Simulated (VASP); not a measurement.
Input of a VASP 6.6.1 run:

Contents of INCAR:

```
SYSTEM = Be2Sn
  ALGO = Fast
  EDIFF = 1E-7
  ENCUT = 520
  GGA = PE
  ISIF = 2
  ISMEAR = 0
  LASPH = .True.
  LCHARG = .False.
  LREAL = .False.
  LWAVE = .False.
  NBANDS = 16
  NELM = 80
  PREC = Accurate
  SIGMA = 0.1
```

Contents of KPOINTS:

```
k-points
0
Gamma
  14 14 14
  0 0 0
```

Contents of POSCAR:

```
Be2Sn
1.0
    0.0000000000      2.9056011286      2.9056011286
    2.9056011286      0.0000000000      2.9056011286
    2.9056011286      2.9056011286      0.0000000000
Be Sn
2 1
Direct
    0.2500000000      0.2500000000      0.2500000000
    0.7500000000      0.7500000000      0.7500000000
    0.0000000000      0.0000000000      0.0000000000
```

Potentials or basis: VASP PAW PBE potentials, release 64 (Be, Sn_d).

The run is started by

```console
$ cat potpaw_PBE.64/Be/POTCAR potpaw_PBE.64/Sn_d/POTCAR > POTCAR
$ mpirun -np 1 vasp_std > vasp.out
```

What does it give for the pressure?

0.0 GPa.

Predict the band gap on the k mesh.

none (metal or under the smearing width).
